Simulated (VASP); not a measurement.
Here is the system:

```xyz
3
Lattice="0.0000 2.5314 2.5314 2.5314 0.0000 2.5314 2.5314 2.5314 0.0000" Properties=species:S:1:pos:R:3 pbc="T T T"
Hf     0.0000     0.0000     0.0000
O      1.2657     1.2657     1.2657
O      3.7971     3.7971     3.7971
```

Method: PBE GGA, VASP's PBE PAW potentials (set 64) (plane waves; VASP). Settings: PREC = Normal, EDIFF = 1E-5, 400 eV cut-off, 12×12×12 Γ-centred mesh, Gaussian smearing of 0.050 eV, potentials Hf O.

At this cut-off the stress carries a Pulay error, which pulls relaxed volumes low. Unless said otherwise, spin-orbit coupling is left out, though it shifts the bands of the heavy elements here.

**Question.** Estimate the energy per atom (σ→0), pressure, band gap (on the k-mesh) with the smallest direct gap where there is one.

**Answer.** 
```yaml
band gap (on the k-mesh): 3.78 eV
smallest direct gap (on the k-mesh): 3.78 eV
energy per atom (σ→0): -10.122 eV/atom
pressure: -5.77 GPa
```

Only differences to runs with the same potentials and settings are physical.

The compound is HfO2 in the fluorite structure, the high-temperature cubic form, which is unstable at 0 K; the monoclinic form is the stable one. It was relaxed first.
